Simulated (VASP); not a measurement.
Input:

```
CELL_PARAMETERS angstrom
      4.57000     0.00000     0.00000
      0.00000     4.57000     0.00000
      0.00000     0.00000     4.57000
ATOMIC_POSITIONS crystal
  Cs 0.00000 0.00000 0.00000
  I  0.50000 0.50000 0.50000
```

Method: PBE GGA, VASP's PBE PAW potentials (set 64) (plane waves; VASP). Run with 300 eV cut-off, 4×4×4 Γ-centred mesh, Fermi-Dirac smearing of 0.010 eV, potentials Cs_sv I.

At this cut-off the stress carries a Pulay error, which pulls relaxed volumes low. Energy and stress use the plane-wave basis of the starting cell.

### Question
The ions, cell shape and volume are relaxed. Give the cell that the relaxation ends in.

### Answer

```
CELL_PARAMETERS angstrom
      4.66866     0.00000     0.00000
      0.00000     4.66866     0.00000
      0.00000     0.00000     4.66866
ATOMIC_POSITIONS crystal
  Cs 0.00000 0.00000 0.00000
  I  0.50000 0.50000 0.50000
```
Space group Pm-3m (221), at a tolerance of 0.03 Å.

### Question
How do energy and volume change from the first to the last step?

### Answer
The energy (σ→0) changes by -6.9 meV/atom and the volume by +6.6 %, in 4 ionic steps.

The structure is a typed CsI crystal (Pm-3m). This run relaxes it. Symmetry was kept, so distortions that lower it aren't found. The run is one of a series of settings (EDIFFG = -0.01, IBRION = 2, ISIF = 3, NSW = 50 against the base run), some of them coarse on purpose.
